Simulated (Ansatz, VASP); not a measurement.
## C (Diamond) in two plane-wave programs

Wanted: the spread between two codes on one cell, functional and k mesh. The cell is taken from a series of runs on this material, whose earlier steps may have relaxed, scaled, displaced or heated it; both programs get it as it stands.

Method: plane waves, with VASP 6.6.1 beside it; zone-centre phonons at PBE, in Ansatz 0.2.0.

### 1. The starting structure

Symmetry: Fd-3m, No. 227, cubic system. Conventional cell: a = 3.448 Å, b = 3.448 Å, c = 3.448 Å, α = 90.00°, β = 90.00°, γ = 90.00°. C has 4 C at 1.49 Å nearest.

### 2. Ansatz: zone-centre phonons, PBE, pair 1

Ansatz runs on its PAW soft_1 files.

Second derivatives magnify differences that forces hide, and they need a tight electronic threshold.

input.yaml

```yaml
crystal:
  lattice:
    - [0.0, 1.7241850097, 1.7241850097]
    - [1.7241850097, 0.0, 1.7241850097]
    - [1.7241850097, 1.7241850097, 0.0]
  atoms:
    - { symbol: C, position: [0.5, 0.5, 0.5] }
    - { symbol: C, position: [0.75, 0.75, 0.75] }
kpoints:
  mp_grid: { grid: [12, 12, 12] }
hamiltonian:
  xc: pbe
  pseudopotentials: { kind: paw, azcp: { folder: soft_1 } }
scf:
  occupations: { method: fixed }
output:
  eigenvalues: true
phonons:
  method: dfpt
  dielectric: true
  rigid_motions: translations
```

Launch:

```console
$ ansatz run input.yaml --threads 4 --pin off --max-ram 10240MiB --backend cpu --events-out ev --progress --plain --runs-dir out
```

Numbers of over 12 decimals in the logs are rounded to 6 here.

Log:

```text
Engine: ansatz 0.2.0, x86_64-unknown-linux-gnu
Pseudopotentials: kind: paw
Pseudopotential: C, paw, valence charge 4, recommended cutoff 420 eV (normal), soft_1/C.paw.azcp
Functional definition: PBE
  parameter kappa = 0.804
  parameter beta = 0.066725
  exchange = pbe_x(kappa = kappa, mu = beta*pi^2/3)
  correlation = pbe_c(beta = beta)
Crystal: 2 atoms, lattice volume = 10.251 Å³
Basis set: ecut = 420 eV, 181 PW (Γ), exchange–correlation on 40×40×40 points (8 copies of the dense FFT grid, shifted against one another)
Bands: 8, of which v1, the nominal top of the filled ones, is band 4 counted from 1 (3 counted from 0)
Symmetry: 48 space group operations
k-points: 280 of 1728 (irreducible under 4 space group operations, time reversal used)
Non-local potential: C, projectors of the file, l = 0: 2, l = 1: 2, l = 2: 1
PAW form: soft (Blöchl's): semilocal exchange-correlation on the pseudo side does not see the compensation charge
PAW one-centre angular grid: C, 110 points (default); XC on 64 Gauss nodes
Initial density: superposition of atomic densities (chi_scale 0.1, normalization cell)
Initial wavefunctions: pseudopotential atomic-orbital guess
Functional: x = pbe(κ = 0.804, μ = 0.219515), c = pbe(β = 0.066725)
SCF iter   1: F=—  HF=-502.167615 eV  |F-HF|=—  |Δ(HF+E_count)|=         —  Δρ=1.65e-1  dr2=1.93e0  ethr=3.10e-3  ⟨swp⟩=3.9  Hψ=12984  notcnv=0  defer=478
preconditioner: auto → none  [insulator: Δε(μ)=5.179 eV  Ē_g=21.180 eV  n_scr=0 (ndim 8)  ℏωp=32.8 eV  f_vac=0.000  ε∞_Penn≈3.4]
SCF iter   2: F=—  HF=-501.504408 eV  |F-HF|=—  |Δ(HF+E_count)|=   6.63e-1  Δρ=6.42e-2  dr2=2.65e-1  ethr=3.10e-3  ⟨swp⟩=2.5  Hψ=6055  notcnv=0  defer=472
SCF iter   3: F=—  HF=-501.433040 eV  |F-HF|=—  |Δ(HF+E_count)|=   7.14e-2  Δρ=6.45e-3  dr2=1.31e-3  ethr=3.10e-3  ⟨swp⟩=3.0  Hψ=3965  notcnv=0  defer=515
SCF iter   4: F=—  HF=-501.433624 eV  |F-HF|=—  |Δ(HF+E_count)|=   5.84e-4  Δρ=3.05e-4  dr2=4.07e-6  ethr=1.64e-5  ⟨swp⟩=3.0  Hψ=3479  notcnv=0  defer=555
SCF iter   5: F=—  HF=-501.433625 eV  |F-HF|=—  |Δ(HF+E_count)|=   1.32e-6  Δρ=3.74e-5  dr2=3.26e-8  ethr=5.08e-8  ⟨swp⟩=2.0  Hψ=3332  notcnv=0  defer=205
SCF iter   6: F=—  HF=-501.433625 eV  |F-HF|=—  |Δ(HF+E_count)|=   1.31e-7  Δρ=3.93e-6  dr2=4.96e-10  ethr=4.07e-10  ⟨swp⟩=2.2  Hψ=3241  notcnv=0  defer=62
SCF iter   7: F=-501.433625 eV  HF=-501.433625 eV  |F-HF|=1.42e-12  |Δ(HF+E_count)|=  6.78e-11  Δρ=7.42e-7  dr2=1.86e-11  ethr=1.25e-12  ⟨swp⟩=6.6  Hψ=11561  notcnv=0
SCF 1 converged in 7 iterations: F = -501.433625 eV  dr2 = 1.86e-11
  greatest PAW one-centre occupation: 0.664 electrons in one spin orbital (limit 2), on the C atom at site 1 (counted from 0), in its partial waves of l = 0
NSCF: frozen V_eff on 1 k-points
DFPT response loops at Γ: preconditioner auto → none (the input reference at scf.mixing.eps_inf says where Resta's filter doesn't serve); β = 0.50; Broyden in place of MSR1
── the response to a field inside a basis, on 12×12×12 k-points: an SCF that follows is theirs, and a resumed run solves both again ──
Bands: 5, of which v1, the nominal top of the filled ones, is band 4 counted from 1 (3 counted from 0)
k-points: 182 of 1728 (irreducible under 12 space group operations)
Initial density: handed on by an earlier stage of this run
Initial wavefunctions: pseudopotential atomic-orbital guess (no wavefunctions were taken with the density)
Eigensolver: Dense (182 Hₖ)
SCF iter   1: F=—  HF=-501.435507 eV  |F-HF|=—  |Δ(HF+E_count)|=         —  Δρ=3.95e-4  dr2=2.11e-6  ethr=1.00e-1
preconditioner: auto → none  [insulator: Δε(μ)=4.618 eV  Ē_g=17.031 eV  n_scr=0 (ndim 8)  ℏωp=32.8 eV  f_vac=0.000  ε∞_Penn≈4.7]
SCF iter   2: F=—  HF=-501.435511 eV  |F-HF|=—  |Δ(HF+E_count)|=   3.53e-6  Δρ=2.00e-4  dr2=5.10e-7  ethr=2.63e-8
SCF iter   3: F=-501.435512 eV  HF=-501.435512 eV  |F-HF|=2.76e-9  |Δ(HF+E_count)|=   1.35e-6  Δρ=8.55e-6  dr2=1.19e-9  ethr=6.38e-9
SCF 1 converged in 3 iterations: F = -501.435512 eV  dr2 = 1.19e-9
DFPT response loops at Γ: mixed as the last ones told, above
SCF converged after 7 iterations
Free energy (F): -501.433625 eV
Harris-Foulkes:  -501.433625 eV  (|F-HF|=1.42e-12)
Internal energy: -501.433625 eV  (E = F + TS)
E sigma→0 (E₀):  -501.433625 eV
Fermi energy:    15.254135 eV
--- Per-component energies (eV) ---
  E_band       = 44.998122
  E_kinetic    = 187.007211
  E_local      = -102.547637  (includes V_loc(G=0)·N_el)
  E_nonlocal   = 46.722500
  E_hartree    = 25.067286
  E_xc         = -97.221474
  E_vxc        = -120.207940  (∫ρ·V_xc dr)
  E_paw        = -200.555946  (= ΣΔE_a)
  E_vpaw       = -16.110606  (= ΣTr[D̂ρ^β])
  E_aug_tail   = 0.000044  (compensation charges beyond the density's cutoff)
  E_ewald      = -359.905609
  E_smearing   = -0.000000  (= −TS)
  E_closure    = -0.000000  (closes the sum)
  Σ components = -501.433625   (vs F -501.433625, Δ=0.00e0)
--- Band table (eV; the first three rows and the last of 280) ---
  k-point 0: bands = ["-7.6445", "15.2541", "15.2541", "15.2541", "21.1281", "21.1281", "21.1281", "30.8790"]
  k-point 1: bands = ["-7.4385", "13.9220", "14.8930", "14.8930", "21.6002", "21.6002", "21.9674", "30.9632"]
  k-point 2: bands = ["-6.8229", "11.1987", "14.1166", "14.1166", "22.6114", "22.6114", "23.3058", "31.1923"]
  k-point 279: bands = ["2.7020", "2.7020", "6.0108", "6.0108", "26.3298", "26.3298", "28.8920", "28.8920"]
--- Phonons (Γ-DFPT): 1 representative perturbation + reference, on 280 of 1728 k-points (Σ response iterations 3) ---
  k mesh reduced under 4 symmetry operations, with k and −k counted as one. Each operation leaves every solved perturbation unchanged. A smaller set is not considered because the run solves the response to a homogeneous field
  ASR residual: 3.642e-5 → 0.000e0 eV/Å²; symmetrization residual: 8.199e-14 eV/Å²
  ASR residual per site (eV/Å²): 3.64e-5 3.64e-5
  Γ frequencies (cm⁻¹): 0.00 0.00 0.00 1431.43 1431.43 1431.43
  ε∞ (high-frequency dielectric tensor):
        5.705881    -0.000000     0.000000
       -0.000000     5.705881     0.000000
        0.000000     0.000000     5.705881
  ε⁰ (static dielectric tensor: ions relaxed, cell fixed):
        5.705881    -0.000000     0.000000
       -0.000000     5.705881     0.000000
        0.000000     0.000000     5.705881
  ε⁰ − ε∞ (ionic part):
        0.000000     0.000000    -0.000000
        0.000000     0.000000     0.000000
       -0.000000     0.000000     0.000000
  softest optical mode at Γ: 1431.43 cm⁻¹; the repairs (sum rule, projections) moved no ω² at Γ by more than (0.91 cm⁻¹)²
  Born effective charges Z* (e; rows j = field, columns β = displacement):
    site 0:
         0.00000   -0.00000   -0.00000
         0.00000    0.00000   -0.00000
         0.00000    0.00000    0.00000
    site 1:
         0.00000    0.00000    0.00000
        -0.00000    0.00000    0.00000
        -0.00000   -0.00000    0.00000
  Z* charge neutrality: 4.417e-4 e pre-enforcement
  solved inside a basis spanned on kpoints, on 12×12×12 k-points, its susceptibility summed on 18×18×18: ε∞ is read to err by 1.5e-2, Z* by 4.3e-3 e (field_mesh: kpoints solves on kpoints)
  optical modes at Γ without the LO–TO term, one row a degenerate level:
      ω (cm⁻¹)  modes    IR ((D/Å)²/amu)
       1431.43      3             0.0000
  optical modes at Γ + LO–TO along q̂ = [1.0000, 0.0000, 0.0000]:
      ω (cm⁻¹)  modes    IR ((D/Å)²/amu)
       1431.43      3             0.0000
  optical modes at Γ + LO–TO along q̂ = [0.0000, 1.0000, 0.0000]:
      ω (cm⁻¹)  modes    IR ((D/Å)²/amu)
       1431.43      3             0.0000
  optical modes at Γ + LO–TO along q̂ = [0.0000, 0.0000, 1.0000]:
      ω (cm⁻¹)  modes    IR ((D/Å)²/amu)
       1431.43      3             0.0000
```

(Part 1 of 3 ends here.)

[Lines on the potential files, build, host, timing and source positions are cut from VASP's logs without a mark.]

[Logs are printed without paths, hosts, clocks, repeated set-up lines and the standing remarks that a program may print on its own settings, such as how far it seeks lower states.]

[Hosts, paths, dates, database ids (printed as entryN), source tags and the programs' standing remarks are cut or masked in the printed files.]
